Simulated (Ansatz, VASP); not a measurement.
**LuNiO2 (infinite layer prototype): VASP beside Ansatz**

One calculation is typed for both programs; each brings its own data sets. How far apart do they land? The cell is invented: As first built, before any earlier steps moved the atoms (in the runner's words): infinite layer prototype, lattice guessed from radii. It may not be a known or stable phase. The two relaxations start from unlike cells of this crystal (the structure described is Ansatz's start), so only their ends are compared.

Program: Ansatz 0.2.0. Level of theory: plane waves, with VASP 6.6.1 beside it; relaxation of cell and atoms at PBEsol, DFT+U. Results are calculated unless marked as measured.

### 1. Set-up

The structure is tetragonal, space group P4/mmm (No. 123). Conventional cell: a = 3.920 Å, b = 3.920 Å, c = 3.100 Å, α = 90.00°, β = 90.00°, γ = 90.00°. Nearest to Lu lie 8 O at 2.50 Å. Nearest to Ni lie 4 O at 1.96 Å. Nearest to O lie 2 Ni at 1.96 Å and 4 Lu at 2.50 Å. As first built, before any earlier steps moved the atoms (in the runner's words): infinite layer prototype, lattice guessed from radii. Farther neighbours and most contacts between anions are not listed.

### 2. Ansatz: relaxation of cell and atoms, PBEsol, DFT+U

Ansatz runs on its default PAW (the set named soft_2) files.

The relaxed volume is the usual yardstick between codes: in a stiff, nearly cubic crystal its relative difference is about their pressure difference at one cell divided by the bulk modulus.

Contents of input.yaml:

```yaml
crystal:
  lattice:
    - [3.92, 0.0, 0.0]
    - [0.0, 3.92, 0.0]
    - [0.0, 0.0, 3.1]
  atoms:
    - { symbol: Lu, position: [0.5, 0.5, 0.5] }
    - { symbol: Ni, position: [0.0, 0.0, 0.0], spin: 2.0 }
    - { symbol: O, position: [0.5, 0.0, 0.0] }
    - { symbol: O, position: [0.0, 0.5, 0.0] }
magnetization:
  spin_polarized: true
kpoints:
  mp_grid: { grid: [6, 6, 7] }
hamiltonian:
  xc: pbesol
  hubbard:
    sites: [{ species: Ni, l: d, u_eff: 6.0 }]
    projectors: ortho-atomic
scf:
  occupations: { method: fermi_dirac, width: 0.05 }
output: {}
relax:
  cell: {}
  max_steps: 40
```

Launch:

```bash
$ ansatz run input.yaml --threads 4 --pin off --max-ram 8192MiB --backend cpu --events-out ev --progress --plain --runs-dir out
```

Numbers of over 12 decimals in the logs are rounded to 6 here.

The log of the run:

```text
Engine: ansatz 0.2.0, aarch64-unknown-linux-gnu
Pseudopotentials: kind: paw
Pseudopotential: Lu, paw, valence charge 25, recommended cutoff 420 eV (normal), Lu.paw.azcp
Pseudopotential: Ni, paw, valence charge 18, recommended cutoff 420 eV (normal), Ni.paw.azcp
Pseudopotential: O, paw, valence charge 6, recommended cutoff 420 eV (normal), O.paw.azcp
Functional definition: PBEsol
  exchange = pbesol_x
  correlation = pbesol_c
Crystal: 4 atoms, lattice volume = 47.636 Å³
Basis set: ecut = 420 eV, 947 PW (Γ), exchange–correlation on 54×54×48 points (8 copies of the dense FFT grid, shifted against one another)
Bands: 35, of which v1, the nominal top of the filled ones, is band 28 counted from 1 (27 counted from 0)
Symmetry: 16 space group operations
Space group: P4/mmm (ITA 123), of the structure as read, at distance tolerance 3.6e-5 Å
Magnetic group: BNS 123.339 (UNI 999), of the structure as read, at distance tolerance 3.6e-5 Å
k-points: 40 of 252
Non-local potential: Lu, projectors of the file, l = 0: 3, l = 1: 2, l = 2: 2, l = 3: 3
Non-local potential: Ni, projectors of the file, l = 0: 3, l = 1: 2, l = 2: 3, l = 3: 1
Non-local potential: O, projectors of the file, l = 0: 2, l = 1: 2, l = 2: 1
PAW form: soft (Blöchl's): semilocal exchange-correlation on the pseudo side does not see the compensation charge
PAW frozen core: Lu, regenerated for the run's functional, and the local potential with it (the file was generated under x = pbe(κ = 0.804, μ = 0.219515), c = pbe(β = 0.066725))
PAW frozen core: Ni, regenerated for the run's functional, and the local potential with it (the file was generated under x = pbe(κ = 0.804, μ = 0.219515), c = pbe(β = 0.066725))
PAW frozen core: O, regenerated for the run's functional, and the local potential with it (the file was generated under x = pbe(κ = 0.804, μ = 0.219515), c = pbe(β = 0.066725))
PAW one-centre angular grid: Lu, 590 points (default); XC on 64 Gauss nodes
PAW one-centre angular grid: Ni, 590 points (default); XC on 64 Gauss nodes
PAW one-centre angular grid: O, 110 points (default); XC on 64 Gauss nodes
Initial density: superposition of atomic densities (chi_scale 0.1, normalization cell, long waves kept (reshape's long-wave potential 0.00 eV rms))
Starting moments: Σ|m| = 2 μB on 1 of 4 sites
Initial wavefunctions: pseudopotential atomic-orbital guess
Functional: x = pbesol(κ = 0.804, μ = 0.123457), c = pbesol(β = 0.046)
SCF iter   1: F=—  HF=-21540.657553 eV  |F-HF|=—  |Δ(HF+E_count)|=         —  Δρ=1.98e-1 (↑7.10e-2 ↓1.98e-1)  dr2=2.02e1  dr2_m=3.99e0  M=0.553 μB ∫|m|=0.679 μB  β_m=0.30  ethr=3.10e-3  ⟨swp⟩=5.4  Hψ=12749  notcnv=0
preconditioner: auto → Kerker (q_TF=auto, 2.794 Å⁻¹)  [metal: Δε(μ)=0.109 eV  Ē_g=14.547 eV  σ=0.050 eV  W_gap=0.44  n_scr=18 (ndim 8)  ℏωp=36.1 eV  f_vac=0.000  D(μ)=0.36/eV (n_scr^D=0)]
spin=Collinear: Kerker preconditioning applied to the charge; magnetization (m = ρ↑ − ρ↓) channel mixes plain (no charge-response kernel on spin).
SCF iter   2: F=—  HF=-21538.603393 eV  |F-HF|=—  |Δ(HF+E_count)|=    2.05e0  Δρ=6.29e-2 (↑5.13e-2 ↓6.29e-2)  dr2=1.76e0  dr2_m=8.23e-1  M=0.843 μB ∫|m|=1.038 μB  β_m=0.30  ethr=3.10e-3  ⟨swp⟩=3.8  Hψ=7037  notcnv=0  defer=113
SCF iter   3: F=—  HF=-21538.787239 eV  |F-HF|=—  |Δ(HF+E_count)|=   1.84e-1  Δρ=5.14e-2 (↑2.55e-2 ↓5.14e-2)  dr2=8.51e-1  dr2_m=4.39e-1  M=0.903 μB ∫|m|=1.066 μB  β_m=0.30  ethr=3.10e-3  ⟨swp⟩=2.6  Hψ=5316  notcnv=0  defer=111
SCF iter   4: F=—  HF=-21538.915169 eV  |F-HF|=—  |Δ(HF+E_count)|=   1.28e-1  Δρ=3.08e-2 (↑1.96e-2 ↓3.08e-2)  dr2=2.55e-1  dr2_m=2.13e-1  M=0.923 μB ∫|m|=1.087 μB  β_m=1.00  ethr=1.55e-3  ⟨swp⟩=2.6  Hψ=5063  notcnv=0  defer=117
SCF iter   5: F=—  HF=-21539.028479 eV  |F-HF|=—  |Δ(HF+E_count)|=   1.13e-1  Δρ=1.01e-2 (↑7.95e-3 ↓1.01e-2)  dr2=7.14e-2  dr2_m=1.79e-3  M=0.923 μB ∫|m|=1.109 μB  β_m=1.00  ethr=4.63e-4  ⟨swp⟩=3.2  Hψ=5837  notcnv=0  defer=122
SCF iter   6: F=—  HF=-21539.169758 eV  |F-HF|=—  |Δ(HF+E_count)|=   1.41e-1  Δρ=4.40e-3 (↑4.40e-3 ↓3.42e-3)  dr2=1.31e-2  dr2_m=8.46e-4  M=0.920 μB ∫|m|=1.086 μB  β_m=0.30  ethr=1.30e-4  ⟨swp⟩=2.4  Hψ=5698  notcnv=0  defer=126
SCF iter   7: F=—  HF=-21539.254366 eV  |F-HF|=—  |Δ(HF+E_count)|=   8.46e-2  Δρ=3.45e-3 (↑3.45e-3 ↓2.46e-3)  dr2=6.84e-3  dr2_m=1.29e-3  M=0.918 μB ∫|m|=1.068 μB  β_m=0.30  ethr=2.38e-5  ⟨swp⟩=2.5  Hψ=5566  notcnv=0  defer=126
SCF iter   8: F=—  HF=-21539.290771 eV  |F-HF|=—  |Δ(HF+E_count)|=   3.64e-2  Δρ=3.48e-3 (↑9.61e-4 ↓3.48e-3)  dr2=2.14e-3  dr2_m=1.67e-3  M=0.920 μB ∫|m|=1.056 μB  β_m=0.30  ethr=1.24e-5  ⟨swp⟩=2.1  Hψ=5749  notcnv=0  defer=125
SCF iter   9: F=—  HF=-21539.314491 eV  |F-HF|=—  |Δ(HF+E_count)|=   2.37e-2  Δρ=2.57e-3 (↑1.26e-3 ↓2.57e-3)  dr2=6.26e-4  dr2_m=1.55e-3  M=0.919 μB ∫|m|=1.046 μB  β_m=0.30  ethr=3.89e-6  ⟨swp⟩=2.1  Hψ=4840  notcnv=0  defer=125
[...]
SCF iter  13: F=—  HF=-21539.462290 eV  |F-HF|=—  |Δ(HF+E_count)|=   3.63e-4  Δρ=3.98e-4 (↑1.84e-4 ↓3.98e-4)  dr2=3.47e-5  dr2_m=2.98e-5  M=0.889 μB ∫|m|=0.955 μB  β_m=0.61  ethr=1.09e-6  ⟨swp⟩=3.0  Hψ=6058  notcnv=0  defer=123
[...]
SCF 1 converged in 21 iterations: F = -21539.462315 eV  dr2 = 4.19e-8
Symmetry: 1 space group operations
k-points: 128 of 252 (time reversal used)
[...]
spin=Collinear: Kerker preconditioning applied to the charge; magnetization (m = ρ↑ − ρ↓) channel mixes plain (no charge-response kernel on spin).
[...]
SCF iter   8: F=—  HF=-21539.466929 eV  |F-HF|=—  |Δ(HF+E_count)|=   3.36e-3  Δρ=1.17e-3 (↑1.17e-3 ↓1.09e-3)  dr2=1.65e-3  dr2_m=8.13e-5  M=0.887 μB ∫|m|=0.956 μB  β_m=0.42  ethr=1.84e-5  ⟨swp⟩=3.0  Hψ=24270  notcnv=0  defer=366
SCF iter   9: F=—  HF=-21539.462329 eV  |F-HF|=—  |Δ(HF+E_count)|=   4.60e-3  Δρ=8.15e-4 (↑8.15e-4 ↓7.93e-4)  dr2=6.11e-4  dr2_m=5.69e-5  M=0.888 μB ∫|m|=0.956 μB  β_m=0.71  ethr=3.01e-6  ⟨swp⟩=3.1  Hψ=20508  notcnv=0  defer=366
SCF iter  10: F=—  HF=-21539.462341 eV  |F-HF|=—  |Δ(HF+E_count)|=   1.14e-5  Δρ=3.68e-4 (↑3.68e-4 ↓3.48e-4)  dr2=1.51e-4  dr2_m=2.86e-6  M=0.889 μB ∫|m|=0.953 μB  β_m=0.62  ethr=1.11e-6  ⟨swp⟩=2.2  Hψ=16110  notcnv=0  defer=366
SCF iter  11: F=—  HF=-21539.462320 eV  |F-HF|=—  |Δ(HF+E_count)|=   2.04e-5  Δρ=2.48e-4 (↑2.35e-4 ↓2.48e-4)  dr2=7.39e-5  dr2_m=4.33e-7  M=0.889 μB ∫|m|=0.953 μB  β_m=0.73  ethr=2.75e-7  ⟨swp⟩=2.5  Hψ=16690  notcnv=0  defer=366
SCF iter  12: F=—  HF=-21539.462318 eV  |F-HF|=—  |Δ(HF+E_count)|=   2.08e-6  Δρ=1.29e-4 (↑1.29e-4 ↓1.01e-4)  dr2=1.86e-5  dr2_m=2.47e-7  M=0.889 μB ∫|m|=0.952 μB  β_m=0.68  ethr=1.34e-7  ⟨swp⟩=2.0  Hψ=14271  notcnv=0  defer=366
SCF iter  13: F=—  HF=-21539.462314 eV  |F-HF|=—  |Δ(HF+E_count)|=   4.13e-6  Δρ=3.26e-5 (↑3.26e-5 ↓3.21e-5)  dr2=1.50e-6  dr2_m=1.51e-8  M=0.889 μB ∫|m|=0.952 μB  β_m=0.78  ethr=3.37e-8  ⟨swp⟩=2.0  Hψ=14741  notcnv=0  defer=366
SCF iter  14: F=—  HF=-21539.462315 eV  |F-HF|=—  |Δ(HF+E_count)|=   6.04e-7  Δρ=1.63e-5 (↑1.28e-5 ↓1.63e-5)  dr2=3.06e-7  dr2_m=4.55e-9  M=0.889 μB ∫|m|=0.952 μB  β_m=0.89  ethr=2.73e-9  ⟨swp⟩=2.3  Hψ=14744  notcnv=0  defer=366
iter 15 met the thresholds in force, and the SCF goes on: an eigenvalue changes by 0.71 meV, over its tolerance of 0.50 meV (output.eigenvalues, Limitations)
SCF iter  15: F=-21539.462315 eV  HF=-21539.462315 eV  |F-HF|=1.84e-8  |Δ(HF+E_count)|=   4.54e-9  Δρ=4.05e-6 (↑4.05e-6 ↓3.39e-6)  dr2=2.10e-8  dr2_m=1.02e-9  M=0.889 μB ∫|m|=0.952 μB  β_m=0.95  ethr=1.82e-10  ⟨swp⟩=4.4  Hψ=30973  notcnv=0
SCF iter  16: F=-21539.462315 eV  HF=-21539.462315 eV  |F-HF|=1.27e-9  |Δ(HF+E_count)|=   5.54e-9  Δρ=9.98e-7 (↑9.98e-7 ↓8.00e-7)  dr2=1.30e-9  dr2_m=2.55e-11  M=0.889 μB ∫|m|=0.952 μB  ethr=3.82e-11  ⟨swp⟩=2.7  Hψ=29640  notcnv=0
SCF 2 converged in 16 iterations: F = -21539.462315 eV  dr2 = 1.30e-9
a single-point calculation of the run's input, under the relaxation's own `scf.mixing.negative_modes` where the relaxation goes by `scf.lower_state_search: light` itself or types `scf.max_iter`, was made at the relaxed geometry, from the atoms, with one SCF from other starting moments behind it, in 37 SCF iterations in all. It converged +0.0 meV from the relaxation's final energy, with moments (0.00, 0.84, 0.01, 0.01 [...]
SCF converged after 8 iterations
Magnetization: 0.8892 μB (27.9446 up, 27.0554 down)
Absolute magnetization: 0.9506 μB (∫|ρ↑−ρ↓|, with the PAW one-centre terms)
Spin contamination: 0.0260 ħ² per cell (⟨S²⟩ above its minimum at these occupations)
Per-site moments (μB) at R_I (Å): [(-0.00195869, 1.004675), (0.837665, 0.793527), (0.012896, 0.793527), (0.012896, 0.793527)]
Free energy (F): -21539.462315 eV
Harris-Foulkes:  -21539.462315 eV  (|F-HF|=2.18e-11)
Internal energy: -21539.458058 eV  (E = F + TS)
E sigma→0 (E₀):  -21539.460186 eV
Entropy (-TS):   -0.004257 eV (-1.064 meV/atom)
Fermi energy:    17.260539 eV
--- Per-component energies (eV) ---
  E_band       = -168.724815
  E_kinetic    = 1053.351322
  E_local      = -10233.608773  (includes V_loc(G=0)·N_el)
  E_nonlocal   = 1329.628055
  E_hartree    = 4259.201305
  E_xc         = -446.844016
  E_vxc        = -554.192407  (∫ρ·V_xc dr)
  E_hubbard    = 1.448091  (on-site DFT+U / exact-exchange correction)
  E_vhub       = -23.435838  (the Hubbard potential's part of the band-sum identity)
  E_paw        = -9163.263400  (= ΣΔE_a)
  E_vpaw       = -258.875415  (= ΣTr[D̂ρ^β])
  E_aug_tail   = 0.005367  (compensation charges beyond the density's cutoff)
  E_ewald      = -8340.836042
  E_core_change = 1.460032  (= ΣΔE_core)
  E_smearing   = -0.004257  (= −TS)
  E_closure    = -0.000000  (closes the sum)
  Σ components = -21539.462315   (vs F -21539.462315, Δ=0.00e0)
--- Forces (eV/Å), atoms counted from 1 ---
  atom   1  Lu     0.00000000     0.00000000     0.00000000
  atom   2  Ni     0.00000000     0.00000000     0.00000000
  atom   3  O      0.00000000     0.00000000     0.00000000
  atom   4  O      0.00000000     0.00000000     0.00000000
  max |Σ_I F_I| component: 2.92e-29 eV/Å
--- Stress (GPa, compression-positive) ---
        0.024399       0.000000       0.000000
        0.000000       0.024399       0.000000
        0.000000       0.000000       0.029665
  P = ⅓ Tr σ = 0.0262 GPa (0.262 kbar)
--- Relaxed structure (6 steps of the walk, 5 accepted, 2 SCFs on fresh bases) ---
  F+E_penalty+E_count = -21539.46231478 eV   max|allowed force component| = 1.164e-29 eV/Å   (the final SCF, on the basis selected at the relaxed cell)
  cell:  # Å, volume = 44.2236 Å³
    - [3.847404, 0, 0.0]
    - [0, 3.847404, 0.0]
    - [0.0, 0.0, 2.987574]
  atoms:
    - { symbol: Lu, position: [0.5, 0.5, 0.5] }
    - { symbol: Ni, position: [0, 0, 0.0] }
    - { symbol: O, position: [0.5, 0, 0.0] }
    - { symbol: O, position: [0, 0.5, 0.0] }
```

[end of part 1 of 2]

[Lines on the potential files, build, host, timing and source positions are cut from VASP's logs without a mark.]

[Logs are printed without paths, hosts, clocks, repeated set-up lines and the standing remarks that a program may print on its own settings, such as how far it seeks lower states.]

[Hosts, paths, dates, database ids (printed as entryN), source tags and the programs' standing remarks are cut or masked in the printed files.]
